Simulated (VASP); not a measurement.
These are optB86b-vdW, VASP's PBE PAW potentials (set 64) (plane waves; VASP) values and carry that method's errors.

A VASP calculation is set up with these files.

### INCAR
```
! general
SYSTEM  =Fe
PREC    =Accurate
ENCUT   =520
LREAL   =.FALSE.   ! projection in real space or not
LASPH   =.TRUE.   ! aspherical one-centre terms

! electronic loop
EDIFF   =1E-7
NELM    =100   ! most electronic steps
ALGO    =Normal   ! blocked Davidson
LMAXMIX =4

! smearing
ISMEAR  =-5

! functional
GGA     =MK
LUSE_VDW=.TRUE.
AGGAC   =0.0
PARAM1  =0.1234
PARAM2  =1.0

! spin
ISPIN   =2
MAGMOM  =2.1

! ions
ISIF    =2   ! forces and stress, cell fixed

! output
LWAVE   =.FALSE.
LCHARG  =.TRUE.
LORBIT  =11
NEDOS   =601   ! DOS grid
```

File POSCAR:
```
Fe
1
   -1.4017638984     1.4017638984     1.4017638984
    1.4017638984    -1.4017638984     1.4017638984
    1.4017638984     1.4017638984    -1.4017638984
Fe
1
Direct
  0.0000000000   0.0000000000   0.0000000000
```

KPOINTS:
```
K-points
0
G
 20 20 20
0 0 0
```

POTCAR, in this order: Fe (PBE.64 set). Program: vasp_std.

Output

OUTCAR:
```
 ion  position               nearest neighbor table
   1  0.000  0.000  0.000-
  LATTYP: Found a body centered cubic cell.
 ALAT       =     2.8035277968
 Subroutine PRICEL returns:
 Original cell was already a primitive cell.
 Subroutine GETGRP returns: Found 48 space group operations
The static configuration has the point symmetry O_h .
The dynamic configuration has the point symmetry O_h .
The overall configuration has the point symmetry O_h .
 Subroutine INISYM returns: Found 48 space group operations
 Subroutine IBZKPT returns following result:
 Found    256 irreducible k-points:

 Following reciprocal coordinates:
            Coordinates               Weight
  0.000000  0.000000  0.000000      1.000000
  0.050000  0.000000  0.000000     12.000000
  0.100000  0.000000  0.000000     12.000000
  0.150000  0.000000  0.000000     12.000000
  0.200000  0.000000  0.000000     12.000000
  0.250000  0.000000  0.000000     12.000000
  0.300000  0.000000  0.000000     12.000000
  0.350000  0.000000  0.000000     12.000000
  0.400000  0.000000  0.000000     12.000000
...
```

**OSZICAR**
```
       N       E                     dE             d eps       ncg     rms          rms(c)
DAV:   1     0.178650741405E+02    0.17865E+02   -0.41409E+03  9673   0.109E+03
DAV:   2    -0.667201926214E+01   -0.24537E+02   -0.23317E+02  9307   0.130E+02
DAV:   3    -0.698535867796E+01   -0.31334E+00   -0.31219E+00 10314   0.202E+01
DAV:   4    -0.698675297273E+01   -0.13943E-02   -0.13943E-02 10070   0.124E+00
DAV:   5    -0.698676533051E+01   -0.12358E-04   -0.12361E-04 10021   0.105E-01    0.117E+01
DAV:   6    -0.602052311297E+01    0.96624E+00   -0.12356E+01  9747   0.569E+01    0.504E+00
DAV:   7    -0.595793809205E+01    0.62585E-01   -0.72345E-01  9733   0.134E+01    0.313E+00
DAV:   8    -0.595058689519E+01    0.73512E-02   -0.68636E-03 11464   0.685E-01    0.145E+00
DAV:   9    -0.594304378379E+01    0.75431E-02   -0.60508E-03 11750   0.626E-01    0.382E-01
DAV:  10    -0.594332375866E+01   -0.27997E-03   -0.14235E-03 11222   0.428E-01    0.145E-01
DAV:  11    -0.594330132753E+01    0.22431E-04   -0.12475E-04  9753   0.177E-01    0.357E-02
DAV:  12    -0.594329779619E+01    0.35313E-05   -0.39630E-06  9733   0.345E-02    0.974E-03
DAV:  13    -0.594329795267E+01   -0.15648E-06   -0.13018E-06  9605   0.127E-02    0.415E-03
DAV:  14    -0.594329895657E+01   -0.10039E-05   -0.10665E-07  5049   0.412E-03    0.659E-04
DAV:  15    -0.594329909755E+01   -0.14098E-06   -0.61102E-09  4659   0.895E-04    0.259E-04
DAV:  16    -0.594329911383E+01   -0.16280E-07   -0.12957E-09  4635   0.330E-04
   1 F= -.59432991E+01 E0= -.59432991E+01  d E =0.000000E+00  mag=     2.1225
```

OUTCAR:
```
------------------------ aborting loop because EDIFF is reached ----------------------------------------
  FORCE on cell =-STRESS in cart. coord.  units (eV):
  Direction    XX          YY          ZZ          XY          YZ          ZX
  --------------------------------------------------------------------------------------
  Total        0.0321564      0.0321564      0.0321564     -0.0000000     -0.0000000     -0.0000000
  in kB        4.6762094      4.6762094      4.6762094     -0.0000000     -0.0000000     -0.0000000
  external PRESSURE =       4.6762094 kB  Pullay stress =       0.0000000 kB
  volume of cell :       11.02
      direct lattice vectors                 reciprocal lattice vectors
    -1.401763898  1.401763898  1.401763898     0.000000000  0.356693449  0.356693449
     1.401763898 -1.401763898  1.401763898     0.356693449  0.000000000  0.356693449
     1.401763898  1.401763898 -1.401763898     0.356693449  0.356693449  0.000000000
 POSITION                                       TOTAL-FORCE (eV/Angst)
 -----------------------------------------------------------------------------------
      0.00000      0.00000      0.00000         0.000000     -0.000000     -0.000000
 -----------------------------------------------------------------------------------
    total drift:                                0.000000      0.000000      0.000000
  FREE ENERGIE OF THE ION-ELECTRON SYSTEM (eV)
  ---------------------------------------------------
  free  energy   TOTEN  =        -5.9432991138 eV

  energy  without entropy=       -5.9432991138  energy(sigma->0) =       -5.94329911

 total charge

# of ion       s       p       d       tot
------------------------------------------
    1        0.501   0.565   6.279   7.345

 magnetization (x)

# of ion       s       p       d       tot
------------------------------------------
    1       -0.014  -0.050   2.170   2.106
```
(Selected blocks of OUTCAR.)

For a metal the tetrahedron method with Blöchl corrections gives inexact stress and forces.

The compound is Fe in the bcc structure. It was relaxed first, which changed the volume by -7 %.
